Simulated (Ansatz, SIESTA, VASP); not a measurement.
One structure in several programs: TaAl3 (P1, 4 atoms in the cell)

Self-consistent single point, at a second geometry (atoms moved at random). First geometry:

```yaml
crystal:
  lattice:
    - [-1.91710, 1.91710, 4.25129]
    - [1.91710, -1.91710, 4.25129]
    - [1.91710, 1.91710, -4.25129]
  atoms:
    - { symbol: Ta, position: [0.00000, 0.00000, 0.00000] }
    - { symbol: Al, position: [0.50000, 0.50000, 0.00000] }
    - { symbol: Al, position: [0.75000, 0.25000, 0.50000] }
    - { symbol: Al, position: [0.25000, 0.75000, 0.50000] }
```

Second geometry:
```xyz
4
Lattice="-1.9171 1.9171 4.2513 1.9171 -1.9171 4.2513 1.9171 1.9171 -4.2513" Properties=species:S:1:pos:R:3 pbc="T T T"
Ta     0.0104     0.0572     0.0702
Al     0.0588     0.0173     4.2510
Al    -0.0631     1.8700     2.0630
Al     1.9110    -0.0274     2.1184
```

Shared settings, as Ansatz (a quantum-chemistry and plane-wave program) writes them: kpoints.mp_grid.grid = 11 11 11; scf.occupations.method = gaussian; scf.occupations.width = 0.0073 Ry. Potentials and cutoffs stand in the table.

| code | model | ΔF from the first geometry (meV/atom) | pressure (GPa) | largest force (eV/Å) | cutoff |
|---|---|---|---|---|---|
| SIESTA | GGA PBEsol, numerical atomic orbitals TZP, PseudoDojo PBEsol standard norm-conserving potentials (rewritten from UPF to PSML) | 32.4 | 0.22 | 1.305 | grid 400 Ry |
| Ansatz | PBEsol, default PAW files made with PBE | 32.6 | 0.54 | 1.323 | 30.9 Ry |
| VASP | PBEsol, VASP's PBE PAW potentials (set 64) | 32.8 | 0.52 | 1.328 | 300 eV |

Size of the force on each atom (eV/Å): Sizes of forces hide their directions.

| code | Ta1 | Al2 | Al3 | Al4 |
|---|---|---|---|---|
| SIESTA | 1.305 | 0.687 | 1.160 | 0.397 |
| Ansatz | 1.323 | 0.672 | 1.150 | 0.394 |
| VASP | 1.328 | 0.678 | 1.157 | 0.396 |

On Ansatz's run: spin-orbit coupling is off. Spin polarisation is off.

The spread over the programs that give each value: ΔF from the first geometry within 0.4 meV/atom; pressure within 0.32 GPa; largest force within 0.023 eV/Å.

SIESTA uses small atom-centred bases, whose incompleteness enters pressures, forces and empty levels differently from a plane-wave cutoff. Ansatz's pressure is given at a fixed set of plane waves, as the other plane-wave codes print theirs; with its correction for the finite basis it is 0.60 GPa.

VASP's run is marked for a possible Pulay error in its stress at this cutoff; no cutoff test was made.

The starting cell comes from a database of computed structures (which also holds hypothetical and non-ambient phases and stackings), without a prior relaxation at this level. For this run, on top of that: atoms moved at random.

Keys are those of Ansatz 0.2.
